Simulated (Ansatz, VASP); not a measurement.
## Ge (4H polytype (invented)): VASP beside Ansatz

Aim: how closely do two programs agree when they are given the same cell, functional and k mesh? The cell is taken from a series of runs on this material, whose earlier steps may have relaxed, scaled, displaced or heated it; both programs get it as it stands.

Main program and level: Ansatz 0.2.0; plane waves, with VASP 6.6.1 beside it; relaxation of cell and atoms at r2SCAN.

**1. The starting structure**

The structure is hexagonal, space group P6_3/mmc (No. 194). Conventional cell: a = 4.000 Å, b = 4.000 Å, c = 13.064 Å, α = 90.00°, β = 90.00°, γ = 120.00°. Nearest to Ge lie 4 Ge at 2.45 Å. Nearest to Ge lie 4 Ge at 2.45 Å.

**2. VASP: relaxation of cell and atoms, r2SCAN**

The relaxed volume is the usual yardstick between codes: in a stiff, nearly cubic crystal its relative difference is about their pressure difference at one cell divided by the bulk modulus.

Lines of VASP's logs that name or quote its potential files are left out, and so is its time.

INCAR

```
SYSTEM = Ge
PREC = Accurate
ENCUT = 550
EDIFF = 1E-07
NELM = 120
ISMEAR = 0
SIGMA = 0.01
LREAL = .FALSE.
ALGO = Normal
METAGGA = R2SCAN
LASPH = .TRUE.
NBANDS = 69
LORBIT = 11
LWAVE = .FALSE.
LCHARG = .FALSE.
ISIF = 3
IBRION = 2
NSW = 80
EDIFFG = -0.005
GGA_COMPAT = .FALSE.
NELMIN = 4
EFERMI = MIDGAP
LMIXTAU = .TRUE.
KPAR = 2
```

POSCAR

```
Ge
1.0
    4.0000000000      0.0000000000      0.0000000000
   -2.0000000000      3.4641020000      0.0000000000
    0.0000000000      0.0000000000     13.0639450000
Ge
8
Direct
    0.6666667148      0.3333334296      0.6562500072
    0.0000000000      0.0000000000      0.9062499880
    0.3333332852      0.6666665704      0.1562499689
    0.0000000000      0.0000000000      0.4062500263
    0.6666667148      0.3333334296      0.8437500311
    0.0000000000      0.0000000000      0.0937500120
    0.3333332852      0.6666665704      0.3437499928
    0.0000000000      0.0000000000      0.5937499737
```

KPOINTS

```
Automatic mesh
0
Gamma
9 9 4
0 0 0
```

Potentials, in the order of the species: Ge_d (PBE family, release 64).

The run is started by

```console
mpirun -np 2 vasp_std
```

Numbers of over 12 decimals in the logs are rounded to 6 here.

The program printed:

```text
[banner, memory and clock lines left out]
running    2 mpi-ranks, on    1 nodes
 distrk:  each k-point on    1 cores,    2 groups
 distr:  one band on    1 cores,    1 groups

 POSCAR found type information on POSCAR Ge
 POSCAR found :  1 types and       8 ions
|                                                                             |
|               ----> ADVICE to this user running VASP <----                  |
|                                                                             |
|     You enforced a specific xc type in the INCAR file but a different       |
|     [... a line on the potential file left out ...]
|     I HOPE YOU KNOW WHAT YOU ARE DOING!                                     |
|                                                                             |

 LDA part: xc-table for (None), standard interpolation
 POSCAR, INCAR and KPOINTS ok, starting setup
 FFT: planning ... GRIDC
 FFT: planning ... GRID_SOFT
 FFT: planning ... GRID
 WAVECAR not read
 entering main loop
       N       E                     dE             d eps       ncg     rms          rms(c)
DAV:   1     0.136500563771E+04    0.13650E+04   -0.53323E+04  5798   0.477E+03
DAV:   2     0.173085465310E+03   -0.11919E+04   -0.11482E+04  4968   0.115E+03
DAV:   3    -0.938632480244E+02   -0.26695E+03   -0.25478E+03  5128   0.275E+02
DAV:   4    -0.120633738201E+03   -0.26770E+02   -0.25909E+02  5709   0.932E+01
DAV:   5    -0.121647548335E+03   -0.10138E+01   -0.10053E+01  5641   0.200E+01    0.686E+00
DAV:   6    -0.117851963381E+03    0.37956E+01   -0.94140E-01  5513   0.865E+00    0.376E+00
DAV:   7    -0.108524464167E+03    0.93275E+01   -0.99347E-01  6731   0.411E+00    0.964E-01
DAV:   8    -0.110286155992E+03   -0.17617E+01   -0.11567E+00  5183   0.422E+00    0.284E-01
DAV:   9    -0.112883146307E+03   -0.25970E+01   -0.36419E-01  6438   0.249E+00    0.308E-01
DAV:  10    -0.110170212486E+03    0.27129E+01   -0.31925E-01  6638   0.238E+00    0.158E-01
DAV:  11    -0.110898038835E+03   -0.72783E+00   -0.20124E-01  4983   0.141E+00    0.112E-01
DAV:  12    -0.110867913806E+03    0.30125E-01   -0.19905E-02  5626   0.535E-01    0.989E-02
DAV:  13    -0.110845975800E+03    0.21938E-01   -0.93393E-03  5198   0.456E-01    0.664E-02
DAV:  14    -0.110871696643E+03   -0.25721E-01   -0.16700E-02  5073   0.643E-01    0.300E-02
DAV:  15    -0.110900502665E+03   -0.28806E-01   -0.68599E-03  5043   0.348E-01    0.390E-02
DAV:  16    -0.110900615980E+03   -0.11332E-03   -0.46128E-04  6646   0.980E-02    0.256E-02
DAV:  17    -0.110901424898E+03   -0.80892E-03   -0.13475E-04  7901   0.683E-02    0.149E-02
DAV:  18    -0.110901584959E+03   -0.16006E-03   -0.26841E-05  7087   0.346E-02    0.842E-03
DAV:  19    -0.110901631876E+03   -0.46917E-04   -0.19919E-05  5736   0.242E-02    0.676E-03
DAV:  20    -0.110901663638E+03   -0.31762E-04   -0.41511E-05  7914   0.562E-02    0.300E-03
DAV:  21    -0.110901685881E+03   -0.22243E-04   -0.11291E-05  4954   0.247E-02    0.201E-03
DAV:  22    -0.110901685470E+03    0.41130E-06   -0.18493E-06  5458   0.104E-02    0.243E-03
DAV:  23    -0.110901685649E+03   -0.17887E-06   -0.40014E-08  3442   0.170E-03    0.244E-03
DAV:  24    -0.110901685661E+03   -0.12635E-07   -0.15257E-08  2874   0.148E-03
   1 F= -.11090169E+03 E0= -.11090169E+03  d E =-.110902E+03
[...]
2 F= -.11090851E+03 E0= -.11090851E+03  d E =-.682540E-02
[...]
3 F= -.11090926E+03 E0= -.11090926E+03  d E =-.757827E-02
[...]
4 F= -.11091001E+03 E0= -.11091001E+03  d E =-.751049E-03
[...]
5 F= -.11091002E+03 E0= -.11091002E+03  d E =-.752821E-03
[...]
6 F= -.11091009E+03 E0= -.11091009E+03  d E =-.709704E-04
 trial-energy change:   -0.000071  1 .order   -0.000062   -0.000172    0.000048
 step:   0.7877(harm=  0.7527)  dis= 0.00041  next Energy=  -110.910092 (dE=-0.753E-04)
 bond charge predicted
       N       E                     dE             d eps       ncg     rms          rms(c)
DAV:   1    -0.110910153041E+03   -0.65253E-04   -0.11522E-03  6398   0.308E-01    0.472E-02
DAV:   2    -0.110910106825E+03    0.46216E-04   -0.14221E-04  5873   0.134E-01    0.261E-02
DAV:   3    -0.110910086381E+03    0.20445E-04   -0.41381E-05  6231   0.656E-02    0.501E-03
DAV:   4    -0.110910089120E+03   -0.27391E-05   -0.13186E-05  5212   0.444E-02    0.295E-03
DAV:   5    -0.110910090471E+03   -0.13513E-05   -0.30817E-06  5116   0.434E-02    0.154E-03
DAV:   6    -0.110910092362E+03   -0.18907E-05   -0.68999E-07  5125   0.195E-02    0.515E-04
DAV:   7    -0.110910092406E+03   -0.44540E-07   -0.34231E-07  3825   0.608E-03
   7 F= -.11091009E+03 E0= -.11091009E+03  d E =-.756499E-04
 curvature:  -0.42 expect dE=-0.760E-05 dE for cont linesearch -0.261E-05
 trial: gam= 0.00000 g(F)=  0.116E-05 g(S)=  0.171E-04 ort =-0.357E-04 (trialstep = 0.928E+00)
 search vector abs. value=  0.183E-04
 reached required accuracy - stopping structural energy minimisation
```

Parts of OUTCAR (step 2):

```text
ion  position               nearest neighbor table
   1  0.667  0.333  0.656-   8 2.45   5 2.45   8 2.45   8 2.45
   2  0.000  0.000  0.906-   5 2.45   5 2.45   5 2.45   6 2.45
   3  0.333  0.667  0.156-   6 2.45   6 2.45   6 2.45   7 2.45
   4  0.000  0.000  0.406-   8 2.45   7 2.45   7 2.45   7 2.45
   5  0.667  0.333  0.844-   2 2.45   2 2.45   2 2.45   1 2.45
   6  0.000  0.000  0.094-   3 2.45   3 2.45   3 2.45   2 2.45
   7  0.333  0.667  0.344-   4 2.45   3 2.45   4 2.45   4 2.45
   8  0.000  0.000  0.594-   4 2.45   1 2.45   1 2.45   1 2.45

  LATTYP: Found a hexagonal cell.
 ALAT       =     4.0000000000
 C/A-ratio  =     3.2659862500

 Subroutine GETGRP returns: Found 24 space group operations
 (whereof 12 operations were pure point group operations)

The static configuration has the point symmetry D_3d.
 The point group associated with its full space group is D_6h.

 Found     36 irreducible k-points:

   k-points           NKPTS =     36   k-points in BZ     NKDIM =     36   number of bands    NBANDS=     69

   dimension x,y,z NGX =    32 NGY =   32 NGZ =  100
   dimension x,y,z NGXF=    64 NGYF=   64 NGZF=  200

   ENCUT  =  550.0 eV  40.42 Ry    6.36 a.u.   7.65  7.65 24.98*2*pi/ulx,y,z

   NELECT =     112.0000    total number of electrons

 k-points in reciprocal lattice and weights: Automatic mesh
   0.00000000  0.00000000  0.00000000       0.003
   0.11111111  0.00000000  0.00000000       0.019
   0.22222222  0.00000000  0.00000000       0.019
   0.33333333  0.00000000  0.00000000       0.019
   0.44444444  0.00000000  0.00000000       0.019
   0.11111111  0.11111111  0.00000000       0.019
   0.22222222  0.11111111  0.00000000       0.037
   0.33333333  0.11111111  0.00000000       0.037
   0.44444444  0.11111111  0.00000000       0.019
[...]
0.33333333  0.22222222  0.50000000       0.037
   0.33333333  0.33333333  0.50000000       0.006

 average (electrostatic) potential at core
       1 -79.5313       2 -79.5362       3 -79.5313       4 -79.5362       5 -79.5313
       6 -79.5362       7 -79.5313       8 -79.5362

 E-fermi :   4.9170

 k-point     1 :       0.0000    0.0000    0.0000
  band No.  band energies     occupation
    ...
     52       3.8674      2.00000
     53       3.8674      2.00000
     54       4.6424      2.00000
     55       4.7928      2.00000
     56       4.7929      2.00000
     57       5.0412      0.00000
     58       5.0784      0.00000
     59       5.5180      0.00000
     60       5.8428      0.00000
     61       7.3062      0.00000
    ...

 k-point     2 :       0.1111    0.0000    0.0000
  band No.  band energies     occupation
    ...
     52       3.0848      2.00000
     53       3.5360      2.00000
     54       3.5710      2.00000
     55       4.3833      2.00000
     56       4.5430      2.00000
     57       6.0623      0.00000
     58       6.2353      0.00000
     59       6.3892      0.00000
     60       6.8523      0.00000
     61       7.4995      0.00000
    ...

 k-point     3 :       0.2222    0.0000    0.0000
  band No.  band energies     occupation
    ...
     52       2.3314      2.00000
     53       3.0016      2.00000
     54       3.0067      2.00000
     55       3.7111      2.00000
     56       4.0137      2.00000
     57       6.1051      0.00000
     58       6.3393      0.00000
     59       6.4929      0.00000
     60       7.0937      0.00000
     61       7.7377      0.00000
    ...

  Total        0.0290372      0.0290372      0.0339152     -0.0000000      0.0000000      0.0000000
  in kB        0.2544740      0.2544740      0.2972229     -0.0000000      0.0000000      0.0000000
  external PRESSURE =       0.2687236 kB  Pullay stress =       0.0000000 kB

  energy-cutoff  :      550.00
  volume of cell :      182.82
      direct lattice vectors                 reciprocal lattice vectors
     4.005391672 -0.000000000 -0.000000000     0.249663474  0.144143258  0.000000000
    -2.002695836  3.468771327 -0.000000000     0.000000000  0.288286516  0.000000000
     0.000000000 -0.000000000 13.158357124     0.000000000  0.000000000  0.075997329

 POSITION                                       TOTAL-FORCE (eV/Angst)
 -----------------------------------------------------------------------------------
      2.00270      1.15626      8.63020        -0.000000      0.000000      0.002450
      0.00000     -0.00000     11.93249        -0.000000     -0.000000     -0.000005
      0.00000      2.31251      2.05103         0.000000     -0.000000      0.002450
      0.00000     -0.00000      5.35331         0.000000     -0.000000     -0.000005
      2.00270      1.15626     11.10733        -0.000000      0.000000     -0.002450
      0.00000     -0.00000      1.22587         0.000000      0.000000      0.000005
      0.00000      2.31251      4.52815         0.000000     -0.000000     -0.002450
      0.00000     -0.00000      7.80504        -0.000000      0.000000      0.000005
 -----------------------------------------------------------------------------------
    total drift:                                0.000000      0.000000     -0.001017

  FREE ENERGIE OF THE ION-ELECTRON SYSTEM (eV)
  ---------------------------------------------------
  free  energy   TOTEN  =      -110.9100924064 eV

  energy  without entropy=     -110.9100924064  energy(sigma->0) =     -110.91009241

 reached required accuracy - stopping structural energy minimisation

 total charge
# of ion       s       p       d       tot
------------------------------------------
    1        1.103   1.281  10.020  12.404
    2        1.101   1.286  10.022  12.410
    3        1.103   1.281  10.020  12.404
    4        1.101   1.286  10.022  12.410
    5        1.103   1.281  10.020  12.404
    6        1.101   1.286  10.022  12.410
    7        1.103   1.281  10.020  12.404
    8        1.101   1.286  10.022  12.410
--------------------------------------------------
tot          8.819  10.267  80.171  99.258

[... 3 further parts left out ...]
```

CONTCAR:

```
Ge
   1.00000000000000
     4.0053916721352953   -0.0000000000000000   -0.0000000000000000
    -2.0026958360676477    3.4687713265915123   -0.0000000000000000
     0.0000000000000000   -0.0000000000000000   13.1583571239880932
  Ge
     8
Direct
     0.6666667148000016    0.3333334296000032    0.6558724728691221
     0.0000000000000000    0.0000000000000000    0.9068375094900192
     0.3333332851999984    0.6666665703999968    0.1558724345691208
     0.0000000000000000    0.0000000000000000    0.4068375477900205
     0.6666667148000016    0.3333334296000032    0.8441275654308793
     0.0000000000000000    0.0000000000000000    0.0931624905099809
     0.3333332851999984    0.6666665703999968    0.3441275271308779
     0.0000000000000000    0.0000000000000000    0.5931624522099794
```

The run keeps the 24 symmetry operations of its start, so it cannot find a distortion of lower symmetry.

(Part 1 of 2 ends here.)

[Lines on the potential files, build, host, timing and source positions are cut from VASP's logs without a mark.]

[Logs are printed without paths, hosts, clocks, repeated set-up lines and the standing remarks that a program may print on its own settings, such as how far it seeks lower states.]

[Hosts, paths, dates, database ids (printed as entryN), source tags and the programs' standing remarks are cut or masked in the printed files.]
